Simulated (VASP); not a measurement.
The input files of a VASP run:

### POSCAR
```
CeO2
1.0
  0.0000000000   2.7306101479   2.7306101479
  2.7306101479   0.0000000000   2.7306101479
  2.7306101479   2.7306101479   0.0000000000
Ce O
1 2
Cart
  0.0000000000   0.0000000000   0.0000000000
  1.3653050739   1.3653050739   1.3653050739
  4.0959152218   4.0959152218   4.0959152218
```

### INCAR
```
! general
SYSTEM   =  CeO2
PREC     =  Accurate
ENCUT    =  600   ! plane-wave cut-off (eV)
LREAL    =  .False.   ! projection in real space or not
LASPH    =  .True.

! electronic loop
EDIFF    =  1E-7
NELM     =  100   ! most electronic steps
ALGO     =  Normal   ! blocked Davidson
LMAXMIX  =  6

! smearing
ISMEAR   =  0   ! Gaussian
SIGMA    =  0.05   ! width (eV)

! functional
GGA      =  PE   ! PBE

! ions
IBRION   =  2
NSW      =  40   ! most ionic steps
ISIF     =  3   ! ions, shape and volume
EDIFFG   =  -0.01
PSTRESS  =  10   ! kbar

! output
LWAVE    =  .False.
LCHARG   =  .False.
```

File KPOINTS:
```
Automatic mesh
0
Gamma
6 6 6
0 0 0
```

POTCAR, in this order: Ce O (PBE.64 set). Program: vasp_std.

Problem. Translate this PBE calculation to Ansatz.

Solution. One equivalent input (not run):
Ansatz 0.2 input:
```yaml
crystal:
  lattice:
    - [0.0000000, 2.7306101, 2.7306101]
    - [2.7306101, 0.0000000, 2.7306101]
    - [2.7306101, 2.7306101, 0.0000000]
  atoms:
    - { symbol: Ce, position: [0.0000000, 0.0000000, 0.0000000] }
    - { symbol: O, position: [0.2500000, 0.2500000, 0.2500000] }
    - { symbol: O, position: [0.7500000, 0.7500000, 0.7500000] }
kpoints:
  mp_grid: { grid: [6, 6, 6] }
hamiltonian:
  xc: pbe
  pseudopotentials: { kind: paw }
scf:
  occupations: { method: gaussian, width: 0.05 }
  max_iter: 100
relax:
  max_steps: 40
  f_tol: 0.01
  cell: { p_target: 1 }
output: { forces: true, stress: true, eigenvalues: true }
```
What does not carry over: each code has its own PAW files, so the cut-off isn't converted (ENCUT is set for VASP's; basis.ecutwfc is left out, and Ansatz then takes the one that its files recommend); Ansatz stops its SCF on the density residual and VASP on the energy change (EDIFF).

The compound is CeO2 in the fluorite structure. This run relaxes it under an external pressure of 1 GPa. Symmetry was kept, so distortions that lower it aren't found.
